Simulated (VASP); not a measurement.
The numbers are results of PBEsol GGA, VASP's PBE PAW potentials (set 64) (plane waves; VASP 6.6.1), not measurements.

Input for VASP

INCAR:
```
ALGO=Normal
EDIFF=1E-6
ENCUT=400
GGA=PS
ISIF=2
ISMEAR=0
LASPH=.True.
LCHARG=.False.
LREAL=.False.
LWAVE=.False.
NELM=100
PREC=Accurate
SIGMA=0.136
SYSTEM=O2
```

**KPOINTS**
```
Automatic
0
gamma
  4 4 6
0 0 0
```

File POSCAR:
```
O2
1.0
  3.7720250000  -4.5754040000   0.0000000000
  3.7720250000   4.5754040000   0.0000000000
 -2.3202060000   0.0000000000   4.0376200000
O
8
Cartesian
  3.4421842189  -3.2551254218   2.4425178428
  1.7816597811   3.2551254218   1.5951021572
  0.6215567811  -3.2551254218   3.6139121572
  4.6022872189   3.2551254218   0.4237078428
  0.2003725888   1.0287338354   3.4792171540
  5.0234714112  -1.0287338354   0.5584028460
  3.8633684112   1.0287338354   2.5772128460
  1.3604755888  -1.0287338354   1.4604071540
```

POTCAR, in this order: O (PBE.64 set). Program: vasp_std.

Question: What will the output report for the number of irreducible k-points (NKPTS), largest plane-wave count, number of space-group operations, FFT grid (NGX, NGY, NGZ)?

Answer: 
```json
{
 "number of irreducible k-points (NKPTS)": "34",
 "largest_plane_wave_count": "2551",
 "number_of_space_group_operations": "4",
 "FFT grid (NGX, NGY, NGZ)": "40 × 40 × 30"
}
```

The structure comes from a computed database's O2 entry; how it stands against other phases isn't given here. The cell was not relaxed at this level, and its volume differs by -5.9 % from the start's.
